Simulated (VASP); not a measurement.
Consider the following.

```xyz
6
Lattice="1.8685 -7.3174 0.0000 1.8685 7.3174 0.0000 0.0000 0.0000 3.7167" Properties=species:S:1:pos:R:3 pbc="T T T"
Ge     1.8685    -6.4264     0.9292
Ge     1.8685     6.4264     2.7875
Ge     1.8685     3.6604     0.9292
Ge     1.8685    -3.6604     2.7875
Hf     1.8685    -1.5311     0.9292
Hf     1.8685     1.5311     2.7875
```

The numbers are results of LDA (Ceperley-Alder, Perdew-Zunger), VASP's LDA PAW potentials (set 64) (plane waves; VASP), not measurements. Numerical set-up: 400 eV cut-off, 10×10×9 Γ-centred mesh, tetrahedra with Blöchl corrections, potentials Ge_d Hf_pv.

The cores are frozen, which limits the accuracy of field gradients.

Give the principal components of the electric field gradient (V/Å²) and the asymmetry η at each nucleus.

| atom | Vxx | Vyy | Vzz | η |
|---|---|---|---|---|
| Ge1 | -100.0 | -40.3 | 140.4 | 0.42 |
| Ge2 | -100.0 | -40.3 | 140.4 | 0.42 |
| Ge3 | 54.6 | 54.3 | -108.8 | 0.00 |
| Ge4 | 54.6 | 54.3 | -108.8 | 0.00 |
| Hf5 | 11.9 | 5.0 | -16.9 | 0.41 |
| Hf6 | 11.9 | 5.0 | -16.9 | 0.41 |

The structure was generated: HfGe2 was put into the C49 type (Cmcm), which need not be its known phase. It was relaxed first, which changed the volume by -6 %.
